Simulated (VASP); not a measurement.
Computed with PBE GGA, VASP's PBE PAW potentials (set 64) (plane waves; VASP).

VASP ran on this input.

**POSCAR**
```
Hf2Zr
1
   -1.9521690000     1.9521690000     4.7780160000
    1.9521690000    -1.9521690000     4.7780160000
    1.9521690000     1.9521690000    -4.7780160000
Zr Hf
1 2
Direct
  0.0000000000   0.0000000000   0.0000000000
  0.3353000000   0.3353000000   0.0000000000
  0.6647000000   0.6647000000   0.0000000000
```

INCAR:
```
SYSTEM = Hf2Zr
PREC = Accurate
ENCUT = 300
EDIFF = 1E-6
NELM = 100
ALGO = Normal
LREAL = .FALSE.
LASPH = .TRUE.
ISMEAR = 0
SIGMA = 0.05
GGA = PE
LMAXMIX = 6
LWAVE = .FALSE.
LCHARG = .FALSE.
ISIF = 2
```

**KPOINTS**
```
K-points
0
G
 7 7 7
0 0 0
```

POTCAR, in this order: Zr_sv Hf_pv (PBE.64 set). Program: vasp_std.

What VASP printed:

### OSZICAR
```
       N       E                     dE             d eps       ncg     rms          rms(c)
DAV:   1     0.125075952820E+03    0.12508E+03   -0.13579E+04  1712   0.103E+03
DAV:   2    -0.196713486227E+02   -0.14475E+03   -0.13968E+03  1784   0.290E+02
DAV:   3    -0.286839867481E+02   -0.90126E+01   -0.82530E+01  2876   0.470E+01
DAV:   4    -0.289717972721E+02   -0.28781E+00   -0.25707E+00  2136   0.709E+00
DAV:   5    -0.289803909586E+02   -0.85937E-02   -0.85667E-02  2360   0.108E+00    0.575E+01
DAV:   6    -0.281099202323E+02    0.87047E+00   -0.10476E+00  1700   0.719E+00    0.334E+01
DAV:   7    -0.278809789209E+02    0.22894E+00   -0.14180E+00  1856   0.785E+00    0.282E+00
DAV:   8    -0.278632898017E+02    0.17689E-01   -0.11427E-01  2000   0.240E+00    0.869E-01
DAV:   9    -0.278631153734E+02    0.17443E-03   -0.89051E-03  2372   0.571E-01    0.326E-01
DAV:  10    -0.278628585218E+02    0.25685E-03   -0.13843E-03  2140   0.161E-01    0.160E-01
DAV:  11    -0.278628469373E+02    0.11584E-04   -0.73989E-05  2504   0.479E-02    0.116E-01
DAV:  12    -0.278628532547E+02   -0.63175E-05   -0.74562E-06  2076   0.239E-02    0.751E-03
DAV:  13    -0.278628528245E+02    0.43026E-06   -0.15474E-06  1544   0.593E-03
   1 F= -.27862853E+02 E0= -.27858804E+02  d E =-.809776E-02
```

**OUTCAR**
```
------------------------ aborting loop because EDIFF is reached ----------------------------------------
  FORCE on cell =-STRESS in cart. coord.  units (eV):
  Direction    XX          YY          ZZ          XY          YZ          ZX
  --------------------------------------------------------------------------------------
  Total       -3.5150886     -3.5150886     -2.2852148      0.0000000      0.0000000      0.0000000
  in kB      -77.3222440    -77.3222440    -50.2684152      0.0000000      0.0000000      0.0000000
  external PRESSURE =     -68.3043010 kB  Pullay stress =       0.0000000 kB
  volume of cell :       72.84
      direct lattice vectors                 reciprocal lattice vectors
    -1.952169000  1.952169000  4.778016000     0.000000000  0.256125366  0.104645945
     1.952169000 -1.952169000  4.778016000     0.256125366  0.000000000  0.104645945
     1.952169000  1.952169000 -4.778016000     0.256125366  0.256125366  0.000000000
 POSITION                                       TOTAL-FORCE (eV/Angst)
 -----------------------------------------------------------------------------------
      0.00000      0.00000      0.00000        -0.000000     -0.000000     -0.000000
      0.00000      0.00000      3.20414         0.000000      0.000000     -0.149297
      0.00000      0.00000      6.35189        -0.000000     -0.000000      0.149297
 -----------------------------------------------------------------------------------
    total drift:                                0.000000      0.000000     -0.000000
  FREE ENERGIE OF THE ION-ELECTRON SYSTEM (eV)
  ---------------------------------------------------
  free  energy   TOTEN  =       -27.8628528245 eV

  energy  without entropy=      -27.8547550653  energy(sigma->0) =      -27.85880394
```
(Selected blocks of OUTCAR.)

At this cut-off the stress carries a Pulay error, which pulls relaxed volumes low.

The structure was generated: Hf2Zr was put into an ordered model structure, which need not be its known phase. The cell was not relaxed at this level. The k-mesh is coarse (spacing up to 0.33 per Å, 2π included), so the numbers may not be converged in it.
